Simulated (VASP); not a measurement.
A cell of Sb (a7) near equilibrium:

```xyz
2
Lattice="3.8949 -2.1661 -0.0275 3.8949 2.1661 -0.0275 2.7153 0.0000 3.5341" Properties=species:S:1:pos:R:3 pbc="T T T"
Sb     2.4744     0.0000     0.8195
Sb     8.0307     0.0000     2.6597
```

Method: PBEsol GGA, VASP's PBE PAW potentials (set 64) (plane waves; VASP 6.6.1).

```csv
run,ΔE (meV/atom),σxx,σyy,σzz,"largest shear component, with its sign (GPa)",largest force (eV/Å)
as it is,0.0,-0.15,-0.13,-0.13,-0.01,0.000
after one change,0.6,0.14,0.82,0.51,0.16,0.043
```
Stress is in GPa, positive when the cell is compressed.

Task: Name the change that produced these shifts.
A) uniaxial strain of -1.0 % along y
B) atom 2 (Sb) moved by 0.200 Å along y
C) uniaxial strain of -2.0 % along y
D) biaxial strain of +0.5 % in the xz plane

Result: A, uniaxial strain of -1.0 % along y

The compound is Sb in the a7 structure.
